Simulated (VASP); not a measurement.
VASP ran on this input.

**POSCAR**
```
ZrB2
1
    1.5830406730    -2.7419073441     0.0000000000
    1.5830406730     2.7419073441     0.0000000000
    0.0000000000    -0.0000000000     3.5563924914
Zr B
1 2
Direct
  1.0000000000   1.0000000000   0.0000000000
  0.3333330000   0.6666670000   0.5000000000
  0.6666670000   0.3333330000   0.5000000000
```

KPOINTS:
```
Regular mesh
0
G
 10 10 8
```

**INCAR**
```
SYSTEM=ZrB2
PREC=Accurate; ENCUT=600; LREAL=.FALSE.
LASPH=.TRUE.
EDIFF=1E-7; NELM=100; ALGO=Normal
LMAXMIX=4; LMIXTAU=.TRUE.
ISMEAR=1; SIGMA=0.1
METAGGA=R2SCAN
IBRION=2; NSW=40; ISIF=3
EDIFFG=-0.01; PSTRESS=300
LWAVE=.FALSE.; LCHARG=.FALSE.
```

POTCAR, in this order: Zr_sv B (PBE.64 set). Program: vasp_std.

**Question.** Write an equivalent input for Ansatz.

**Answer.** One equivalent input (not run):
Ansatz 0.2 input:
```yaml
crystal:
  lattice:
    - [1.5830407, -2.7419073, 0.0000000]
    - [1.5830407, 2.7419073, 0.0000000]
    - [0.0000000, 0.0000000, 3.5563925]
  atoms:
    - { symbol: Zr, position: [1.0000000, 1.0000000, 0.0000000] }
    - { symbol: B, position: [0.3333330, 0.6666670, 0.5000000] }
    - { symbol: B, position: [0.6666670, 0.3333330, 0.5000000] }
kpoints:
  mp_grid: { grid: [10, 10, 8] }
hamiltonian:
  xc: r2scan
  pseudopotentials: { kind: paw }
scf:
  occupations: { method: methfessel_paxton, width: 0.1 }
  max_iter: 100
relax:
  max_steps: 40
  f_tol: 0.01
  cell: { p_target: 30 }
output: { forces: true, stress: true, eigenvalues: true }
```
Limits of the translation: each code has its own PAW files, so the cut-off isn't converted (ENCUT is set for VASP's; basis.ecutwfc is left out, and Ansatz then takes the one that its files recommend); Ansatz stops its SCF on the density residual and VASP on the energy change (EDIFF).

The compound is ZrB2 in the AlB2 type structure. This run relaxes it under an external pressure of 30 GPa. Symmetry was kept, so distortions that lower it aren't found.
